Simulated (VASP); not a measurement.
All values below come from PBE GGA, VASP's PBE PAW potentials (set 64) (plane waves; VASP).

VASP ran on this input.

KPOINTS:
```
k-points along high-symmetry lines
15
Line-mode
Reciprocal
  0.000000   0.000000   0.000000 ! GAMMA
  0.500000   0.000000   0.500000 ! X

  0.500000   0.000000   0.500000 ! X
  0.625000   0.250000   0.625000 ! U

  0.375000   0.375000   0.750000 ! K
  0.000000   0.000000   0.000000 ! GAMMA

  0.000000   0.000000   0.000000 ! GAMMA
  0.500000   0.500000   0.500000 ! L

  0.500000   0.500000   0.500000 ! L
  0.500000   0.250000   0.750000 ! W

  0.500000   0.250000   0.750000 ! W
  0.500000   0.000000   0.500000 ! X
```

File POSCAR:
```
SnTe
1
    0.0000000000     3.2022268375     3.2022268375
    3.2022268375     0.0000000000     3.2022268375
    3.2022268375     3.2022268375     0.0000000000
Sn Te
1 1
Direct
  0.0000000000   0.0000000000   0.0000000000
  0.5000000000   0.5000000000   0.5000000000
```

**INCAR**
```
SIGMA  =  0.05
PREC  =  Accurate
SYSTEM  =  SnTe
LWAVE  =  F
LMAXMIX  =  4
LCHARG  =  F
NELM  =  100   ! most electronic steps
LASPH  =  T
ISMEAR  =  0   ! Gaussian
ICHARG  =  11   ! fixed density
LREAL  =  F
ALGO  =  Normal   ! blocked Davidson
EDIFF  =  1E-7   ! SCF stop (eV)
LORBIT  =  11   ! lm-projected
GGA  =  PE   ! PBE
ENCUT  =  400   ! plane-wave cut-off (eV)
```

POTCAR, in this order: Sn_d Te (PBE.64 set). Program: vasp_std. Read from the step before: CHGCAR.

The resulting files:

File OSZICAR:
```
       N       E                     dE             d eps       ncg     rms          rms(c)
DAV:   1     0.111671859832E+03    0.11167E+03   -0.86017E+03  2532   0.138E+03
DAV:   2     0.161235116905E+01   -0.11006E+03   -0.10803E+03  2640   0.320E+02
DAV:   3    -0.759735361427E+01   -0.92097E+01   -0.90889E+01  3336   0.920E+01
DAV:   4    -0.783331095149E+01   -0.23596E+00   -0.23581E+00  2928   0.160E+01
DAV:   5    -0.784306044424E+01   -0.97495E-02   -0.97492E-02  3600   0.299E+00
DAV:   6    -0.784341077203E+01   -0.35033E-03   -0.35033E-03  3324   0.453E-01
DAV:   7    -0.784341397865E+01   -0.32066E-05   -0.32062E-05  3582   0.480E-02
DAV:   8    -0.784341403290E+01   -0.54249E-07   -0.54289E-07  3170   0.600E-03
   1 F= -.78434140E+01 E0= -.78428925E+01  d E =-.104302E-02
```

File OUTCAR:
```
 val. band max:        6.3627978154   @ k =   0.5000   0.5000   0.5000

 cond. band min:       6.4064679059   @ k =   0.5000   0.5000   0.5000



 k-point     1 :       0.0000    0.0000    0.0000
  band No.  band energies     occupation
      1     -15.5265      2.00000
      2     -15.5265      2.00000
      3     -15.5233      2.00000
      4     -15.5233      2.00000
      5     -15.5233      2.00000
      6      -6.0877      2.00000
      7       1.5007      2.00000
      8       4.3517      2.00000
      9       4.3517      2.00000
     10       4.3517      2.00000
     11       9.6085      0.00000
     12       9.6085      0.00000
     13       9.6085      0.00000
     14      11.2016      0.00000

 k-point     2 :       0.0357    0.0000    0.0357
  band No.  band energies     occupation
      1     -15.5266      2.00000
      2     -15.5264      2.00000
      3     -15.5233      2.00000
      4     -15.5232      2.00000
      5     -15.5232      2.00000
      6      -6.0743      2.00000
      7       1.4268      2.00000
      8       4.3263      2.00000
      9       4.3263      2.00000
     10       4.4604      2.00000
     11       9.3646      0.00000
     12       9.6104      0.00000
     13       9.6104      0.00000
     14      11.1109      0.00000

 k-point     3 :       0.0714    0.0000    0.0714
  band No.  band energies     occupation
      1     -15.5270      2.00000
      2     -15.5263      2.00000
      3     -15.5234      2.00000
      4     -15.5229      2.00000
      5     -15.5229      2.00000
      6      -6.0342      2.00000
      7       1.2355      2.00000
      8       4.2530      2.00000
      9       4.2530      2.00000
     10       4.7511      2.00000
     11       8.7868      0.00000
     12       9.6224      0.00000
     13       9.6224      0.00000
     14      10.8866      0.00000

 k-point     4 :       0.1071    0.0000    0.1071
  band No.  band energies     occupation
      1     -15.5277      2.00000
...
```

The density is held fixed in this step, so its total energy and stress have no physical meaning. Unless said otherwise, spin-orbit coupling is left out, though it shifts the bands of the heavy elements here.

The compound is SnTe in the rock salt structure, which distorts at low temperature. It was relaxed first.
